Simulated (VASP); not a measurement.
Calculation: PBE GGA with D3 dispersion (zero damping), VASP's PBE PAW potentials (set 64) (plane waves; VASP).

VASP ran on this input.

### INCAR
```
# general
SYSTEM =Rh
PREC   =Accurate
ENCUT  =520
LREAL  =F
LASPH  =T   # aspherical one-centre terms
ICHARG =11   # fixed density

# electronic loop
EDIFF  =1E-7   # SCF stop (eV)
NELM   =100
ALGO   =Normal
LMAXMIX=4   # l cut-off of mixed one-centre charges

# smearing
ISMEAR =0
SIGMA  =0.05   # width (eV)

# functional
GGA    =PE   # PBE
IVDW   =11   # D3, zero damping

# output
LWAVE  =F
LCHARG =F
LORBIT =11   # lm-projected
```

**KPOINTS**
```
k-points along high-symmetry lines
15
Line-mode
Reciprocal
  0.000000   0.000000   0.000000 ! GAMMA
  0.500000   0.000000   0.500000 ! X

  0.500000   0.000000   0.500000 ! X
  0.625000   0.250000   0.625000 ! U

  0.375000   0.375000   0.750000 ! K
  0.000000   0.000000   0.000000 ! GAMMA

  0.000000   0.000000   0.000000 ! GAMMA
  0.500000   0.500000   0.500000 ! L

  0.500000   0.500000   0.500000 ! L
  0.500000   0.250000   0.750000 ! W

  0.500000   0.250000   0.750000 ! W
  0.500000   0.000000   0.500000 ! X
```

**POSCAR**
```
Rh
1
   -0.0000000000     1.8958230170     1.8958230170
    1.8958230170     0.0000000000     1.8958230170
    1.8958230170     1.8958230170     0.0000000000
Rh
1
Direct
  0.0000000000   0.0000000000   0.0000000000
```

POTCAR, in this order: Rh_pv (PBE.64 set). Program: vasp_std. Read from the step before: CHGCAR.

Task: What will the output report for the number of irreducible k-points (NKPTS), largest plane-wave count, number of space-group operations, FFT grid (NGX, NGY, NGZ)?

Result: 
```
Quantity                                       Value
--------------------------------------  ------------
number of irreducible k-points (NKPTS)            90
largest plane-wave count                         380
number of space-group operations                  48
FFT grid (NGX, NGY, NGZ)                20 × 20 × 20
```

The compound is Rh in the fcc structure. It was relaxed first.
